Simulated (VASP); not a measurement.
Calculation: PBE GGA, VASP's PBE PAW potentials (set 64) (plane waves; VASP).

VASP ran on this input.

File POSCAR:
```
GaN
1
    1.6256851457    -2.8157692301     0.0000000000
    1.6256851457     2.8157692301     0.0000000000
    0.0000000000     0.0000000000     5.2939165542
Ga N
2 2
Direct
  0.6666670000   0.3333330000   0.5000480094
  0.3333330000   0.6666670000   0.0000480094
  0.6666670000   0.3333330000   0.8769519906
  0.3333330000   0.6666670000   0.3769519906
```

### KPOINTS
```
Automatic mesh
0
Gamma
10 10 6
0 0 0
```

**INCAR**
```
# general
SYSTEM =GaN
PREC   =Accurate
ENCUT  =600
LREAL  =.FALSE.
LASPH  =.TRUE.

# electronic loop
EDIFF  =1E-7
NELM   =100
ALGO   =Normal
LMAXMIX=4

# smearing
ISMEAR =0
SIGMA  =0.05

# functional
GGA    =PE

# ions
ISIF   =2

# output
LWAVE  =.FALSE.
LCHARG =.FALSE.
```

POTCAR, in this order: Ga_d N (PBE.64 set). Program: vasp_std.

What VASP printed:

File OUTCAR:
```
 ion  position               nearest neighbor table
   1  0.667  0.333  0.500-   4 1.99   4 1.99   4 1.99   3 2.00
   2  0.333  0.667  0.000-   3 1.99   3 1.99   3 1.99   4 2.00
   3  0.667  0.333  0.877-   2 1.99   2 1.99   2 1.99   1 2.00
   4  0.333  0.667  0.377-   1 1.99   1 1.99   1 1.99   2 2.00
  LATTYP: Found a hexagonal cell.
 ALAT       =     3.2513702573
 C/A-ratio  =     1.6282109189
 Subroutine PRICEL returns:
 Original cell was already a primitive cell.
 Subroutine GETGRP returns: Found 12 space group operations
The static configuration has the point symmetry C_3v.
 The point group associated with its full space group is C_6v.
The dynamic configuration has the point symmetry C_3v.
 Subroutine INISYM returns: Found 12 space group operations
 Subroutine IBZKPT returns following result:
 Found     56 irreducible k-points:

 Following reciprocal coordinates:
            Coordinates               Weight
  0.000000  0.000000  0.000000      1.000000
  0.100000  0.000000  0.000000      6.000000
  0.200000  0.000000  0.000000      6.000000
  0.300000  0.000000  0.000000      6.000000
  0.400000  0.000000  0.000000      6.000000
  0.500000  0.000000  0.000000      3.000000
  0.100000  0.100000  0.000000      6.000000
  0.200000  0.100000  0.000000     12.000000
  0.300000  0.100000  0.000000     12.000000
  0.400000  0.100000  0.000000     12.000000
  0.200000  0.200000  0.000000      6.000000
  0.300000  0.200000  0.000000     12.000000
  0.400000  0.200000  0.000000      6.000000
  0.300000  0.300000  0.000000      6.000000
  0.000000  0.000000  0.166667      2.000000
  0.100000  0.000000  0.166667     12.000000
  0.200000  0.000000  0.166667     12.000000
  0.300000  0.000000  0.166667     12.000000
  0.400000  0.000000  0.166667     12.000000
  0.500000  0.000000  0.166667      6.000000
...
```

### OSZICAR
```
       N       E                     dE             d eps       ncg     rms          rms(c)
DAV:   1     0.297640992297E+03    0.29764E+03   -0.20215E+04  2570   0.326E+03
DAV:   2     0.115008267649E+02   -0.28614E+03   -0.27736E+03  2742   0.574E+02
DAV:   3    -0.264370746200E+02   -0.37938E+02   -0.37559E+02  2860   0.165E+02
DAV:   4    -0.281199037828E+02   -0.16828E+01   -0.16771E+01  3404   0.363E+01
DAV:   5    -0.281483840986E+02   -0.28480E-01   -0.28469E-01  2778   0.433E+00    0.106E+01
DAV:   6    -0.242158282624E+02    0.39326E+01   -0.15464E+01  4394   0.560E+01    0.310E+00
DAV:   7    -0.243319226055E+02   -0.11609E+00   -0.16265E+00  2688   0.118E+01    0.264E+00
DAV:   8    -0.243348757024E+02   -0.29531E-02   -0.31901E-01  4216   0.812E+00    0.961E-01
DAV:   9    -0.243093729352E+02    0.25503E-01   -0.12597E-01  4448   0.579E+00    0.368E-01
DAV:  10    -0.243105209250E+02   -0.11480E-02   -0.63294E-03  2810   0.903E-01    0.153E-01
DAV:  11    -0.243103453455E+02    0.17558E-03   -0.21656E-03  3742   0.823E-01    0.429E-02
DAV:  12    -0.243103679479E+02   -0.22602E-04   -0.23516E-04  2642   0.118E-01    0.299E-02
DAV:  13    -0.243103685822E+02   -0.63437E-06   -0.64654E-05  3570   0.154E-01    0.236E-02
DAV:  14    -0.243103670702E+02    0.15120E-05   -0.11185E-05  3968   0.488E-02    0.794E-03
DAV:  15    -0.243103670917E+02   -0.21455E-07   -0.23164E-06  3962   0.142E-02    0.831E-04
DAV:  16    -0.243103671254E+02   -0.33712E-07   -0.17883E-07  2436   0.352E-03
   1 F= -.24310367E+02 E0= -.24310367E+02  d E =-.131708E-16
```

### OUTCAR
```
------------------------ aborting loop because EDIFF is reached ----------------------------------------
  FORCE on cell =-STRESS in cart. coord.  units (eV):
  Direction    XX          YY          ZZ          XY          YZ          ZX
  --------------------------------------------------------------------------------------
  Total       -1.4906129     -1.4906128     -1.4350693      0.0000000      0.0000000      0.0000000
  in kB      -49.2759336    -49.2759323    -47.4398036      0.0000000      0.0000000      0.0000000
  external PRESSURE =     -48.6638898 kB  Pullay stress =       0.0000000 kB
  volume of cell :       48.47
      direct lattice vectors                 reciprocal lattice vectors
     1.625685146 -2.815769230  0.000000000     0.307562631 -0.177571370  0.000000000
     1.625685146  2.815769230  0.000000000     0.307562631  0.177571370  0.000000000
     0.000000000  0.000000000  5.293916554     0.000000000  0.000000000  0.188896064
  FREE ENERGIE OF THE ION-ELECTRON SYSTEM (eV)
  ---------------------------------------------------
  free  energy   TOTEN  =       -24.3103671254 eV

  energy  without entropy=      -24.3103671254  energy(sigma->0) =      -24.31036713
```
(Selected blocks of OUTCAR.)

The compound is GaN in the wurtzite structure. This cell was strained or had an atom moved on purpose.
